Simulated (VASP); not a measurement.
ZnRe under changes of volume

One of the cells (14.991 Å³/atom); the others are scaled copies at fixed shape and fractional positions:

```
Re Zn
1.0
     2.76642    0.00000    0.00000
    -1.38321    2.39579    0.00000
     0.00000    0.00000    4.52383
Re Zn
1 1
Direct
  0.33333 0.66667 0.50000
  0.00000 0.00000 0.00000
```

The cell comes from a database or a generator and needn't be the stable form of this composition.

- Program: VASP 6.6.1
- Functional: PBE
- Potentials or basis: VASP PAW PBE potentials, release 64 (Re, Zn)
- Cutoff: 520 eV
- k mesh: 11 × 11 × 6
- Occupations: fermi-dirac, width 0.05 eV
- Spin: no spin polarisation

| volume (Å³/atom) | energy over the lowest point (meV/atom) | pressure (GPa) |
| --- | --- | --- |
| 13.816 | ? | ? |
| 14.110 | 10.32 | 8.2 |
| 14.404 | 0.00 | 3.1 |
| 14.991 | 5.03 | -5.6 |
| 15.285 | 18.57 | -9.2 |
| 15.579 | 38.40 | -12.4 |

Task: What does the run at 13.816 Å³/atom give?

Result: Energy over the lowest point 30.61 meV/atom; pressure 13.9 GPa.

Worked out: A Birch-Murnaghan fit of order 3 (a polynomial in V^(-2/3)) to the other rows has its minimum at 14.60 Å³/atom with B0 = V·E''(V) = 223 GPa and B' = 4.7 at fixed shape and positions, which overstates the stiffness. It gives 30.62 meV/atom at 13.816 Å³/atom, against the run's 30.61, and -dE/dV = 14.0 GPa, against 13.9.

Energies are extrapolated to zero smearing.
